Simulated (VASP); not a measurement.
These are PBE GGA, VASP's PBE PAW potentials (set 64) (plane waves; VASP) values and carry that method's errors.

A VASP calculation is set up with these files.

**INCAR**
```
SYSTEM = SnSe
PREC = Accurate; ENCUT = 400; LREAL = .FALSE.
LASPH = .TRUE.
EDIFF = 1E-6; NELM = 100; ALGO = Normal
LMAXMIX = 4
ISMEAR = 0; SIGMA = 0.05
GGA = PE
IBRION = 2; NSW = 60; ISIF = 3
EDIFFG = -0.01
LWAVE = .FALSE.; LCHARG = .FALSE.
```

File KPOINTS:
```
kpoints
0
G
 7 7 7
```

**POSCAR**
```
SnSe
1
    0.0000000000     2.9906740000     2.9906740000
    2.9906740000     0.0000000000     2.9906740000
    2.9906740000     2.9906740000     0.0000000000
Sn Se
1 1
Direct
  0.0000000000   0.0000000000   0.0000000000
  0.2500000000   0.2500000000   0.2500000000
```

POTCAR, in this order: Sn_d Se (PBE.64 set). Program: vasp_std.

Energy and stress use the plane-wave basis of the starting cell.

**Question.** Estimate the energy per atom (σ→0), volume per atom.

**Answer.** 
```
Item                           Result
---------------------  --------------
energy per atom (σ→0)  -3.864 eV/atom
volume per atom        38.81 Å^3/atom
```

OSZICAR:
```
...
       N       E                     dE             d eps       ncg     rms          rms(c)
DAV:   1    -0.774894318851E+01   -0.21668E-01   -0.47050E-01   686   0.110E+01    0.792E-01
DAV:   2    -0.773192652449E+01    0.17017E-01   -0.30463E-02   692   0.264E+00    0.339E-01
DAV:   3    -0.772809136782E+01    0.38352E-02   -0.11628E-02   686   0.166E+00    0.607E-02
DAV:   4    -0.772791087833E+01    0.18049E-03   -0.39593E-04   732   0.154E-01    0.202E-02
DAV:   5    -0.772788264649E+01    0.28232E-04   -0.19495E-05   644   0.384E-02    0.882E-03
DAV:   6    -0.772788225403E+01    0.39246E-06   -0.44689E-06   596   0.295E-02
   4 F= -.77278823E+01 E0= -.77278820E+01  d E =-.125746E+01
```

The structure was generated: SnSe was put into the zinc blende type (F-43m), which need not be its known phase. This run relaxes it. Symmetry was kept, so distortions that lower it aren't found.
